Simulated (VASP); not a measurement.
These are PBE GGA, VASP's PBE PAW potentials (set 64) (plane waves; VASP 6.6.1) values and carry that method's errors.

VASP input:

**INCAR**
```
SYSTEM=Tm
PREC=Accurate; ENCUT=400; LREAL=.FALSE.
LASPH=.TRUE.
EDIFF=1E-8; NELM=100; ALGO=Normal
LMAXMIX=6
ISMEAR=1; SIGMA=0.1
GGA=PE
IBRION=1; NSW=30; ISIF=2
EDIFFG=-0.001
LWAVE=.FALSE.; LCHARG=.FALSE.
```

**KPOINTS**
```
Automatic mesh
0
Gamma
11 11 6
0 0 0
```

### POSCAR
```
Tm
1
    1.7794568762    -3.0821097913     0.0000000000
    1.7794568762     3.0821097913    -0.0000000000
   -0.0000000000     0.0000000000     5.5223051122
Tm
2
Direct
  0.3333330000   0.6666670000   0.2500000000
  0.6666670000   0.3333330000   0.7500000000
```

POTCAR, in this order: Tm_3 (PBE.64 set). Program: vasp_std.

The run wrote:

**OSZICAR**
```
       N       E                     dE             d eps       ncg     rms          rms(c)
DAV:   1     0.530557850564E+02    0.53056E+02   -0.75669E+03  1672   0.109E+03
DAV:   2    -0.523796594420E+01   -0.58294E+02   -0.57264E+02  1773   0.346E+02
DAV:   3    -0.885686226900E+01   -0.36189E+01   -0.32455E+01  2753   0.546E+01
DAV:   4    -0.894806229176E+01   -0.91200E-01   -0.88788E-01  2674   0.731E+00
DAV:   5    -0.894902115031E+01   -0.95886E-03   -0.95724E-03  2346   0.657E-01    0.235E+01
DAV:   6    -0.894419537509E+01    0.48258E-02   -0.32888E-02  2566   0.216E+00    0.140E+01
DAV:   7    -0.895719115500E+01   -0.12996E-01   -0.57967E-02  2509   0.280E+00    0.379E-01
DAV:   8    -0.895694816255E+01    0.24299E-03   -0.33277E-03  2152   0.518E-01    0.918E-02
DAV:   9    -0.895696376626E+01   -0.15604E-04   -0.25120E-04  2714   0.167E-01    0.304E-02
DAV:  10    -0.895695670215E+01    0.70641E-05   -0.28522E-05  2313   0.485E-02    0.390E-02
DAV:  11    -0.895695736677E+01   -0.66463E-06   -0.29180E-06  2139   0.168E-02    0.267E-03
DAV:  12    -0.895695763188E+01   -0.26511E-06   -0.31078E-07  2608   0.553E-03    0.946E-04
DAV:  13    -0.895695760843E+01    0.23448E-07   -0.79746E-09  1183   0.954E-04    0.314E-04
DAV:  14    -0.895695760848E+01   -0.53888E-10   -0.14058E-09  1102   0.583E-04
   1 F= -.89569576E+01 E0= -.89576224E+01  d E =-.895696E+01
```

File OUTCAR:
```
------------------------ aborting loop because EDIFF is reached ----------------------------------------
  FORCE on cell =-STRESS in cart. coord.  units (eV):
  Direction    XX          YY          ZZ          XY          YZ          ZX
  --------------------------------------------------------------------------------------
  Total       -0.0032863     -0.0032863      0.0000123      0.0000000     -0.0000000      0.0000000
  in kB       -0.0869235     -0.0869235      0.0003259      0.0000000     -0.0000000      0.0000000
  external PRESSURE =      -0.0578404 kB  Pullay stress =       0.0000000 kB
  volume of cell :       60.57
      direct lattice vectors                 reciprocal lattice vectors
     1.779456876 -3.082109791  0.000000000     0.280984612 -0.162226538  0.000000000
     1.779456876  3.082109791  0.000000000     0.280984612  0.162226538  0.000000000
     0.000000000  0.000000000  5.522305112     0.000000000  0.000000000  0.181083801
 POSITION                                       TOTAL-FORCE (eV/Angst)
 -----------------------------------------------------------------------------------
      1.77946      1.02737      1.38058        -0.000000     -0.000000      0.000000
      1.77946     -1.02737      4.14173         0.000000      0.000000      0.000000
 -----------------------------------------------------------------------------------
    total drift:                                0.000000      0.000071     -0.000012
  FREE ENERGIE OF THE ION-ELECTRON SYSTEM (eV)
  ---------------------------------------------------
  free  energy   TOTEN  =        -8.9569576085 eV

  energy  without entropy=       -8.9589520793  energy(sigma->0) =       -8.95762243

 reached required accuracy - stopping structural energy minimisation
```
(Selected blocks of OUTCAR.)

The 4f electrons are frozen in the core of the lanthanide potential, so 4f levels, which can set the real gap, and their magnetism are missing.

The compound is Tm in the hcp structure. It was relaxed first. The start is the result of an earlier pass.
